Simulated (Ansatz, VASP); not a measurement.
## Two plane-wave programs on TaBi

```xyz
2
Lattice="0.0000 2.9123 2.9123 2.9123 0.0000 2.9123 2.9123 2.9123 0.0000" Properties=species:S:1:pos:R:3 pbc="T T T"
Ta    2.9123    2.9123    2.9123
Bi    0.0000    0.0000    0.0000
```

Alike in both runs: functional PBE; k mesh 12 × 12 × 12; occupations gaussian, width 0.1 eV; no spin polarisation.

Ansatz relaxed the structure, and its values are those at the end. VASP's run is a single point on that final structure, the one shown.

```csv
,VASP,Ansatz
version,VASP 6.6.1,Ansatz 0.2.0
potentials or method,"VASP PAW PBE potentials, release 64 (Ta_pv, Bi_d)","scalar-relativistic, plane waves, PAW"
plane-wave cutoff (eV),520,420
valence electrons in the cell,26,28
```

|  | VASP | Ansatz | Ansatz less VASP |
| --- | --- | --- | --- |
| gap on the k mesh at the Fermi level (eV) | none | none | - |
| pressure (GPa) | 0.0 | 0.0 | +0.01 |

A gap of «none» marks a metal or a gap that the smearing closes. With one functional, cell and mesh, what is left measures potentials, basis and numerics. The two sets of potentials don't hold the same shells in valence.

Caveats: spin-orbit coupling is left out, which moves the levels of the heavy elements.
